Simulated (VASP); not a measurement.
These are rev-vdW-DF2, VASP's PBE PAW potentials (set 64) (plane waves; VASP) values and carry that method's errors.

The input files of a VASP run:

### KPOINTS
```
Automatic mesh
0
Gamma
6 6 3
0 0 0
```

### INCAR
```
SYSTEM = MgI2
PREC = Accurate
ENCUT = 520
EDIFF = 1E-6
NELM = 100
ALGO = Normal
LREAL = .FALSE.
LASPH = .TRUE.
ISMEAR = 0
SIGMA = 0.05
GGA = MK
PARAM1 = 0.1234568
PARAM2 = 0.7114
ZAB_VDW = -1.8867
LUSE_VDW = .TRUE.
AGGAC = 0.0
LMAXMIX = 4
LWAVE = .FALSE.
LCHARG = .FALSE.
IBRION = 2
ISIF = 3
NSW = 60
EDIFFG = -0.02
```

POSCAR:
```
MgI2
1.0
  2.0648266241  -3.5763842023   0.0000000000
  2.0648266241   3.5763842023   0.0000000000
  0.0000000000   0.0000000000   6.8937153843
Mg I
1 2
direct
  1.0000000000   0.0000000000   0.0000000000
  0.3333330000   0.6666670000   0.2417661996
  0.6666670000   0.3333330000   0.7582338004
```

POTCAR, in this order: Mg I (PBE.64 set). Program: vasp_std.

Task: What will the output report for the number of irreducible k-points (NKPTS), largest plane-wave count, number of space-group operations, FFT grid (NGX, NGY, NGZ)?

Result: 
The number of irreducible k-points (NKPTS) comes out as 17 and the largest plane-wave count comes out as 2774. The number of space-group operations is 12 and the FFT grid (NGX, NGY, NGZ) is 32 × 32 × 54.

The compound is MgI2 in the 1T layered structure. This run relaxes it. Symmetry was kept, so distortions that lower it aren't found.
